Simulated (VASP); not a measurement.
HfZrSe3:

```
Zr Hf Se
1.0
     3.72000    0.00000    0.00000
    -1.86000    3.22161    0.00000
     0.00000    0.00000    9.64000
Zr Hf Se
1 1 3
Direct
  0.33333 0.66667 0.49000
  0.00000 0.00000 0.16000
  0.33333 0.66667 0.00000
  0.66667 0.33333 0.32000
  0.00000 0.00000 0.66000
```

The cell was built by a generator and needn't be a form met in nature.

| Item | Value |
| --- | --- |
| Program | VASP 6.6.1 |
| Task | relaxation of cell and atoms |
| Functional | PBE |
| Potentials or basis | VASP PAW PBE potentials, release 64 (Zr_sv, Hf_pv, Se) |
| Cutoff | 520 eV |
| k mesh | 4 × 4 × 2 |
| Occupations | gaussian, width 0.15 eV |
| Spin | no spin polarisation |

At the start: pressure 4.1 GPa; volume 23.11 Å³/atom.

Problem. How do energy, volume and symmetry change on relaxing?

Solution. Over 11 steps the energy falls by 29.1 meV/atom and the volume is 24.39 Å³/atom (+5.6 %); space group P3m1 (No. 156, to 0.05 Å).

The path:
```
step  energy change (eV)  largest force (eV/Å)  pressure (GPa)  volume (Å³)
   1              0.0000                0.6734            4.13       115.53
   2             -0.0740                0.7995           -3.19       125.76
   3             -0.1047                0.6861           -0.88       122.00
   4             -0.1392                0.1444            0.00       121.86
   5             -0.1394                0.1739            0.07       121.85
   6             -0.1427                0.1302            0.05       122.02
   7             -0.1433                0.1849           -0.23       122.50
   8             -0.1448                0.1283           -0.14       122.29
   9             -0.1447                0.1229           -0.15       122.25
  10             -0.1447                0.1158           -0.11       122.27
  11             -0.1457                0.0471            0.25       121.97
```

Final structure:
```yaml
crystal:
  lattice:
    - [3.84442, 0.00000, 0.00000]
    - [-1.92221, 3.32936, 0.00000]
    - [0.00000, 0.00000, 9.52916]
  atoms:
    - { symbol: Zr, position: [0.33333, 0.66667, 0.49296] }
    - { symbol: Hf, position: [0.00000, 0.00000, 0.15929] }
    - { symbol: Se, position: [0.33333, 0.66667, 0.00204] }
    - { symbol: Se, position: [0.66667, 0.33333, 0.32319] }
    - { symbol: Se, position: [0.00000, 0.00000, 0.65251] }
```

Caveat: the k mesh is coarse (spacing up to 0.49 Å⁻¹), so the values aren't converged; this functional lacks dispersion, which binds the layers, so the pressure and a relaxed spacing across them are unreliable.
